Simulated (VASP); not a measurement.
Given:

```xyz
2
Lattice="0.0000 2.1541 2.1541 2.1541 0.0000 2.1541 2.1541 2.1541 0.0000" Properties=species:S:1:pos:R:3 pbc="T T T"
Li     0.0000     0.0000     0.0000
F      1.0771     1.0771     1.0771
```

Computed with PBEsol GGA, VASP's PBE PAW potentials (set 64) (plane waves; VASP). Numerical set-up: 520 eV cut-off, 10×10×10 Γ-centred mesh, Gaussian smearing of 0.050 eV, potentials Li_sv F.

Task: What does the run give for the energy per atom (σ→0), band gap (on the k-mesh) with the smallest direct gap where there is one?

Result: 
```yaml
band gap (on the k-mesh): 7.67 eV
smallest direct gap (on the k-mesh): 7.67 eV
energy per atom (σ→0): -4.890 eV/atom
```

Total energies compare only between runs with the same potentials, cut-off and functional.

The structure was generated: LiF was put into the zinc blende type (F-43m), which need not be its known phase. It was relaxed first. The start is the result of an earlier pass.
